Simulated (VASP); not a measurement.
Ge, 2 atoms in the cell. Symmetry: Fd-3m, No. 227, cubic system. Conventional cell: a = 5.677 Å, b = 5.677 Å, c = 5.677 Å, α = 90.00°, β = 90.00°, γ = 90.00°. Around Ge (site symmetry -43m) lie 4 Ge at 2.46 Å. 

```yaml
Program: VASP 6.6.1
Task: relaxation of cell and atoms
Functional: r2SCAN
Potentials_or_basis: VASP PAW PBE potentials, release 64 (Ge_d)
Cutoff: 600 eV
k_mesh: 10 × 10 × 10
Occupations: gaussian, width 0.03 eV
Spin: no spin polarisation
Further_INCAR_settings: ALGO = Normal; EDIFF = 1e-07; IBRION = 2; EDIFFG = -0.005; NSW = 90; ISIF = 3
```

Potentials or basis: VASP PAW PBE potentials, release 64 (Ge_d).

Launch:

```sh
$ cat potpaw_PBE.64/Ge_d/POTCAR > POTCAR
$ mpirun -np 1 vasp_std > vasp.out
```

Hardware: 1 thread of Intel(R) Xeon(R) Platinum 8259CL CPU @ 2.50GHz (Skylake/Cascade Lake), on a shared host.

Estimate the wall time of this run.

It took 2.1 min on 1 thread of Intel(R) Xeon(R) Platinum 8259CL CPU @ 2.50GHz (Skylake/Cascade Lake), with other jobs on the host, peak memory 0.2 GiB. Counts: scf iterations 20, k points 47, ion steps 1.
